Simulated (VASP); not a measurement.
Data:

```
KTaO3
1.0
    4.01212     0.00000     0.00000
    0.00000     4.01212     0.00000
    0.00000     0.00000     4.01212
K Ta O
1 1 3
Direct
  0.00000   0.00000   0.00000
  0.50000   0.50000   0.50000
  0.50000   0.00000   0.50000
  0.00000   0.50000   0.50000
  0.50000   0.50000   0.00000
```

These are revTPSS meta-GGA, VASP's PBE PAW potentials (set 64) (plane waves; VASP 6.6.1) values and carry that method's errors. Settings: 520 eV cut-off, 6×6×6 Γ-centred mesh, tetrahedra with Blöchl corrections, potentials K_sv Ta_pv O.

The cores are frozen, which limits the accuracy of field gradients.

Question: Give the principal components of the electric field gradient (V/Å²) and the asymmetry η at each nucleus.

Answer: 
```
atom   Vxx   Vyy   Vzz     η
----  ----  ----  ----  ----
K1     0.0   0.0   0.0     -
Ta2    0.0   0.0   0.0     -
O3    -8.8  -8.8  17.7  0.00
O4    -8.8  -8.8  17.7  0.00
O5    -8.8  -8.8  17.7  0.00
```

The compound is KTaO3 in the cubic perovskite structure. It was relaxed first.
